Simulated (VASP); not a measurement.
# Si2WC3 (P3m1) in VASP: settings compared

One crystal, Si2WC3, is run at these levels: PBE, HSE06; tasks: single point.

Everything below comes from runs of VASP 6.6.1. Logs are shortened: lines on timing, memory, paths and dates and some standing lists are left out, and cuts for length are marked.

### 1 The crystal as given

Symmetry: P3m1, No. 156, trigonal system. Conventional cell: a = 3.015 Å, b = 3.015 Å, c = 8.092 Å, α = 90.00°, β = 90.00°, γ = 120.00°. Si (site symmetry 3m) is surrounded by 4 C at 1.84 to 1.94 Å. Around Si (site symmetry 3m) lie 4 C at 1.83 to 1.88 Å. Around W (site symmetry 3m) lie 6 C at 2.14 to 2.38 Å. C (site symmetry 3m) has 3 Si at 1.94 Å as nearest neighbours. C (site symmetry 3m) is surrounded by 4 Si at 1.84 to 1.88 Å. C (site symmetry 3m) has 1 Si at 1.83 Å as nearest neighbours.

The cell was built by a generator and needn't be a form met in nature.

### 2 Single point, PBE

Input file INCAR:

```
PREC = Accurate
ENCUT = 520
EDIFF = 1E-7
ISMEAR = 0
SIGMA = 0.02
LREAL = False
LASPH = True
NELM = 60
ALGO = Fast
ISIF = 2
LWAVE = False
LCHARG = False
GGA = PE
NBANDS = 26
KPAR = 8
```

Input file KPOINTS:

```
regular mesh
0
Gamma
  8 8 4
```

Input file POSCAR:

```
Si2WC3
1.0
    3.0146260000      0.0000000000      0.0000000000
   -1.5073130000      2.6107430000      0.0000000000
    0.0000000000      0.0000000000      8.0921400000
Si W C
2 1 3
Direct
    0.0000000000      0.0000000000      0.8979010000
    0.3333330000      0.6666670000      0.5832590000
    0.0000000000      0.0000000000      0.2031560000
    0.3333330000      0.6666670000      0.0027220000
    0.0000000000      0.0000000000      0.6705840000
    0.3333330000      0.6666670000      0.3573680000
```

Potentials or basis: VASP PAW PBE potentials, release 64 (Si, W_sv, C).

Launch:

```console
> cat potpaw_PBE.64/Si/POTCAR potpaw_PBE.64/W_sv/POTCAR potpaw_PBE.64/C/POTCAR > POTCAR
> mpirun -np 8 vasp_std > vasp.out
```

OUTCAR:

```text
PREC = Accurate
   ENCUT = 520
   EDIFF = 1E-7
   ISMEAR = 0
   LREAL = False
   LASPH = True
   NELM = 60
   ISIF = 2
   GGA = PE

 ion  position               nearest neighbor table
   1  0.000  0.000  0.898-   5 1.84   4 1.94   4 1.94   4 1.94   3 2.47   2 3.08   2 3.08   2 3.08

   2  0.333  0.667  0.583-   6 1.83   5 1.88   5 1.88   5 1.88   1 3.08   1 3.08   1 3.08
   3  0.000  0.000  0.203-   6 2.14   6 2.14   6 2.14   4 2.38   4 2.38   4 2.38   1 2.47
   4  0.333  0.667  0.003-   1 1.94   1 1.94   1 1.94   3 2.38   3 2.38   3 2.38
   5  0.000  0.000  0.671-   1 1.84   2 1.88   2 1.88   2 1.88
   6  0.333  0.667  0.357-   2 1.83   3 2.14   3 2.14   3 2.14

  LATTYP: Found a hexagonal cell.
 ALAT       =     3.0146260000
 C/A-ratio  =     2.6842931760

  Lattice vectors:

 A1 = (   3.0146260000,   0.0000000000,   0.0000000000)
 A2 = (  -1.5073130000,   2.6107430000,   0.0000000000)
 A3 = (   0.0000000000,   0.0000000000,   8.0921400000)

Analysis of symmetry for initial positions (statically):
=====================================================================
 Subroutine PRICEL returns:
 Original cell was already a primitive cell.

 Routine SETGRP: Setting up the symmetry group for a
 hexagonal supercell.

 Subroutine GETGRP returns: Found  6 space group operations
 (whereof  6 operations were pure point group operations)
 out of a pool of 24 trial point group operations.

The static configuration has the point symmetry C_3v.

Analysis of symmetry for dynamics (positions and initial velocities):
=====================================================================
 Subroutine PRICEL returns:
 Original cell was already a primitive cell.

 Routine SETGRP: Setting up the symmetry group for a
 hexagonal supercell.

 Subroutine GETGRP returns: Found  6 space group operations
 (whereof  6 operations were pure point group operations)
 out of a pool of 24 trial point group operations.

The dynamic configuration has the point symmetry C_3v.

 Subroutine INISYM returns: Found  6 space group operations
 (whereof  6 operations are pure point group operations),
 and found     1 'primitive' translations

----------------------------------------------------------------------------------------

                                     Primitive cell

  volume of cell :      63.6885

  direct lattice vectors                    reciprocal lattice vectors
     3.014626000  0.000000000  0.000000000     0.331716107  0.191516361  0.000000000
    -1.507313000  2.610743000  0.000000000     0.000000000  0.383032723  0.000000000
     0.000000000  0.000000000  8.092140000     0.000000000  0.000000000  0.123576705

  length of vectors
     3.014626000  3.014626261  8.092140000     0.383032756  0.383032723  0.123576705

  position of ions in fractional coordinates (direct lattice)
     0.000000000  0.000000000  0.897901000
     0.333333000  0.666667000  0.583259000
     0.000000000  0.000000000  0.203156000
     0.333333000  0.666667000  0.002722000
     0.000000000  0.000000000  0.670584000
     0.333333000  0.666667000  0.357368000

  ion indices of the primitive-cell ions
   primitive index   ion index
                 1           1
                 2           2
                 3           3
                 4           4
                 5           5
                 6           6

----------------------------------------------------------------------------------------

 KPOINTS: regular mesh

Automatic generation of k-mesh.
 Grid dimensions read from file:
 generate k-points for:    8    8    4

 Generating k-lattice:

  Cartesian coordinates                     Fractional coordinates (reciprocal lattice)
     0.041464513  0.023939545  0.000000000     0.125000000  0.000000000  0.000000000
     0.000000000  0.047879090  0.000000000     0.000000000  0.125000000  0.000000000
     0.000000000  0.000000000  0.030894176     0.000000000  0.000000000  0.250000000

  Length of vectors
     0.047879094  0.047879090  0.030894176

  Shift w.r.t. Gamma in fractional coordinates (k-lattice)
     0.000000000  0.000000000  0.000000000

 Subroutine IBZKPT returns following result:
 ===========================================

 Found     35 irreducible k-points:

 Following reciprocal coordinates:
            Coordinates               Weight
  0.000000  0.000000  0.000000      1.000000
  0.125000 -0.000000  0.000000      6.000000
  0.250000 -0.000000  0.000000      6.000000
  0.375000  0.000000  0.000000      6.000000
  0.500000 -0.000000  0.000000      3.000000
  0.125000  0.125000  0.000000      6.000000
[... 16 lines left out ...]
 -0.125000  0.500000  0.250000     12.000000
  0.250000  0.250000  0.250000     12.000000
 [... further k-points ...]
   k-points           NKPTS =     35   k-points in BZ     NKDIM =     35   number of bands    NBANDS=     26
   number of dos      NEDOS =    301   number of ions     NIONS =      6
   total plane-waves  NPLWV =  34560
   dimension x,y,z NGX =    24 NGY =   24 NGZ =   60
   dimension x,y,z NGXF=    48 NGYF=   48 NGZF=  120
   ions per type =               2   1   3
   NGX,Y,Z   is equivalent  to a cutoff of  13.24, 13.24, 12.33 a.u.
   NGXF,Y,Z  is equivalent  to a cutoff of  26.47, 26.47, 24.65 a.u.
 SYSTEM =  unknown system
   PREC   = accura    normal or accurate (medium, high low for compatibility)
   ISTART =      0    job   : 0-new  1-cont  2-samecut
   ICHARG =      2    charge: 1-file 2-atom 10-const
   ISPIN  =      1    spin polarized calculation?
   LNONCOLLINEAR =      F non collinear calculations
   LSORBIT =      F    spin-orbit coupling
   LASPH  =      T    aspherical Exc in radial PAW
   ENCUT  =  520.0 eV  38.22 Ry    6.18 a.u.   5.61  5.61 15.05*2*pi/ulx,y,z
   NELM   =     60;   NELMIN=  2; NELMDL= -5     # of ELM steps
   EDIFF  = 0.1E-06   stopping-criterion for ELM
   LREAL  =      F    real-space projection
   EDIFFG = 0.1E-05   stopping-criterion for IOM
   NSW    =      0    number of steps for IOM
   IBRION =     -1    ionic relax: 0-MD 1-quasi-New 2-CG
   NFREE  =      0    steps in history (QN), initial steepest desc. (CG)
   ISIF   =      2    stress and relaxation
   ISYM   =      2    0-nonsym 1-usesym 2-fastsym
   POTIM  = 0.5000    time-step for ionic-motion
   TEBEG  =    0.0;   TEEND  =   0.0 temperature during run
   PSTRESS=    0.0 pullay stress
   NELECT =      34.0000    total number of electrons
   NUPDOWN=      -1.0000    fix difference up-down
   EMIN   =  10.00;   EMAX   =-10.00  energy-range for DOS
   EFERMI =   0.00;   METHOD = LEGACY
   ISMEAR =     0;   SIGMA  =   0.02  broadening in eV -4-tet -1-fermi 0-gaus
   EFERMI_NEDOS =   21; number of points for ismear=-14 and -15
   IALGO  =     68    algorithm
   IMIX   =      4    mixing-type and parameters
     AMIX     =   0.40;   BMIX     =  1.00
     AMIX_MAG =   1.60;   BMIX_MAG =  1.00
  volume/ion in A,a.u.               =      10.61        71.63
  Fermi-wavevector in a.u.,A,eV,Ry     =   1.328049  2.509649 23.996794  1.763715
  Thomas-Fermi vector in A             =   2.457316
   LORBIT       =      0    0 simple, 1 ext, 2 COOP (PROOUT), +10 PAW based schemes
   GGA     = PE    functional components
   LHFCALC =     F    Hartree Fock is set to
   AEXX    =    0.0000 exact exchange contribution
   IVDW    =     0    specifies the selected vdW correction
   LEPSILON=     F    determine dielectric tensor
   LRPA    =     F    only Hartree local field effects (RPA)
 non-spin polarized calculation
 RMM-DIIS sequential band-by-band and
 Gauss-broadening in eV      SIGMA  =   0.02
  energy-cutoff  :      520.00
  volume of cell :       63.69
 maximum number of plane-waves:      1770
 NGX is ok and might be reduce to    24
   NGX = 11   NGY = 11   NGZ = 31

 number of electron      33.9999997 magnetization

 Free energy of the ion-electron system (eV)
  ---------------------------------------------------
  ext. energy  EPLUGINS =         0.00000000
  ---------------------------------------------------
  free energy    TOTEN  =       -50.64233255 eV

  energy without entropy =      -50.64233255  energy(sigma->0) =      -50.64233255

 E-fermi :   9.7702     XC(G=0): -12.0746

 val. band max:        9.6022027573   @ k =   0.0000   0.0000   0.5000
 cond. band min:      10.4668477090   @ k =   0.2500   0.1250   0.0000
 fundamental gap:      0.8646449517
 Fermi energy:         9.7701840919

 k-point     1 :       0.0000    0.0000    0.0000
  band No.  band energies     occupation
      1     -64.6342      2.00000
      2     -28.9050      2.00000
      3     -28.6045      2.00000
      4     -28.6045      2.00000
      5      -6.9620      2.00000
      6      -5.1928      2.00000
[... 18 lines left out ...]
     25      15.8416      0.00000
     26      16.3813      0.00000

 k-point     2 :       0.1250   -0.0000    0.0000
  band No.  band energies     occupation
      1     -64.6291      2.00000
      2     -28.8912      2.00000
      3     -28.6879      2.00000
      4     -28.6238      2.00000
      5      -6.6753      2.00000
      6      -4.9354      2.00000
[... 18 lines left out ...]
     25      16.4335      0.00000
     26      17.0629      0.00000

 k-point     3 :       0.2500   -0.0000    0.0000
  band No.  band energies     occupation
      1     -64.6167      2.00000
      2     -28.8862      2.00000
      3     -28.8569      2.00000
      4     -28.6700      2.00000
      5      -5.8416      2.00000
      6      -4.1995      2.00000
[... 18 lines left out ...]
     25      17.1891      0.00000
     26      17.4330      0.00000

 k-point     4 :       0.3750    0.0000    0.0000
  band No.  band energies     occupation
      1     -64.6043      2.00000
      2     -29.0770      2.00000
      3     -28.8242      2.00000
      4     -28.7158      2.00000
      5      -4.5687      2.00000
      6      -3.1592      2.00000
[... 18 lines left out ...]
     25      16.1774      0.00000
     26      17.9335      0.00000

 k-point     5 :       0.5000   -0.0000    0.0000
  band No.  band energies     occupation
      1     -64.5991      2.00000
      2     -29.1548      2.00000
      3     -28.8102      2.00000
      4     -28.7346      2.00000
      5      -3.5297      2.00000
      6      -2.6377      2.00000
[... 18 lines left out ...]
     25      15.6134      0.00000
     26      18.1587      0.00000

 k-point     6 :       0.1250    0.1250    0.0000
  band No.  band energies     occupation
      1     -64.6203      2.00000
      2     -28.8681      2.00000
      3     -28.8185      2.00000
      4     -28.6659      2.00000
      5      -6.1145      2.00000
      6      -4.4376      2.00000
[... 427 lines left out ...]
 k-point    21 :      -0.1250    0.3750    0.2500
  band No.  band energies     occupation
      1     -64.6079      2.00000
      2     -28.9930      2.00000
      3     -28.8340      2.00000
      4     -28.7322      2.00000
      5      -5.0222      2.00000
      6      -3.6125      2.00000
[... 18 lines left out ...]
     25      16.4158      0.00000
     26      18.0757      0.00000

 k-point    22 :       0.3750    0.1250    0.2500
  band No.  band energies     occupation
      1     -64.5991      2.00000
      2     -29.1124      2.00000
      3     -28.8103      2.00000
      4     -28.7797      2.00000
      5      -3.6998      2.00000
      6      -2.6319      2.00000
[... 18 lines left out ...]
     25      16.2907      0.00000
     26      17.2037      0.00000

 k-point    23 :      -0.1250    0.5000    0.2500
  band No.  band energies     occupation
      1     -64.5991      2.00000
      2     -29.1124      2.00000
      3     -28.8103      2.00000
      4     -28.7797      2.00000
      5      -3.7000      2.00000
      6      -2.6407      2.00000
[... 18 lines left out ...]
     25      16.6979      0.00000
     26      17.0310      0.00000

 k-point    24 :       0.2500    0.2500    0.2500
  band No.  band energies     occupation
      1     -64.5991      2.00000
      2     -29.0533      2.00000
      3     -28.8415      2.00000
      4     -28.8102      2.00000
      5      -3.8421      2.00000
      6      -2.6708      2.00000
[... 18 lines left out ...]
     25      16.6167      0.00000
     26      17.9302      0.00000

 [... further k-points ...]

------------------------ aborting loop because EDIFF is reached ----------------------------------------

  FORCE on cell =-STRESS in cart. coord.  units (eV):
  Direction    XX          YY          ZZ          XY          YZ          ZX
  --------------------------------------------------------------------------------------
  -------------------------------------------------------------------------------------
  Total        0.0005203      0.0005203     -0.0067240     -0.0000000      0.0000000      0.0000000
  in kB        0.0130890      0.0130890     -0.1691525     -0.0000000      0.0000000      0.0000000
  external PRESSURE =      -0.0476582 kB  Pullay stress =       0.0000000 kB

 VOLUME and BASIS-vectors are now :
 -----------------------------------------------------------------------------
  energy-cutoff  :      520.00
  volume of cell :       63.69
      direct lattice vectors                 reciprocal lattice vectors
     3.014626000  0.000000000  0.000000000     0.331716107  0.191516361  0.000000000
    -1.507313000  2.610743000  0.000000000     0.000000000  0.383032723  0.000000000
     0.000000000  0.000000000  8.092140000     0.000000000  0.000000000  0.123576705

 POSITION                                       TOTAL-FORCE (eV/Angst)
 -----------------------------------------------------------------------------------
      0.00000      0.00000      7.26594        -0.000000     -0.000000     -0.000546
     -0.00000      1.74050      4.71981        -0.000000      0.000000      0.002545
      0.00000      0.00000      1.64397         0.000000     -0.000000      0.001073
     -0.00000      1.74050      0.02203        -0.000000      0.000000     -0.001124
      0.00000      0.00000      5.42646        -0.000000     -0.000000      0.001859
     -0.00000      1.74050      2.89187         0.000000     -0.000000     -0.003807
 -----------------------------------------------------------------------------------
    total drift:                                0.000839     -0.000485      0.000537

  FREE ENERGIE OF THE ION-ELECTRON SYSTEM (eV)
  ---------------------------------------------------
  free  energy   TOTEN  =       -50.6423325495 eV

  energy  without entropy=      -50.6423325495  energy(sigma->0) =      -50.64233255
```

Run time: 14 s. Hardware: 8 MPI ranks of Intel Xeon Platinum 8488C (Sapphire Rapids), shared host; peak memory 0.22 GiB.

Results:

- Free energy: -50.6423 eV
- Pressure: 0.0 GPa
- Largest force: 0.004 eV/Å
- Band gap on the k mesh: 0.86 eV, indirect (least direct gap 1.40 eV)

Forces in eV/Å, atoms in the order of the input:
```
Si   0.000  0.000 -0.001
Si   0.000  0.000  0.003
W    0.000  0.000  0.001
C    0.000  0.000 -0.001
C    0.000  0.000  0.002
C    0.000  0.000 -0.004
```

Levels at points of the mesh, in eV from the valence-band top:
```csv
k point,band 14,band 15,band 16,band 17,band 18,band 19,band 20,band 21
"(0.00, 0.00, 0.00)",-2.04,-1.44,-1.44,-0.22,1.80,1.80,4.24,4.24
"(0.50, 0.00, 0.00)",-3.32,-3.28,-1.22,-1.22,1.29,2.88,3.31,3.42
"(0.00, 0.00, 0.50)",-2.16,-1.30,-1.30,0.00,1.76,1.76,4.03,4.03
"(0.50, 0.00, 0.50)",-3.17,-3.06,-1.53,-1.33,1.02,2.63,3.03,3.35
```

Caveat: spin-orbit coupling is left out, which moves the levels of the heavy elements.

[end of part 1 of 2]
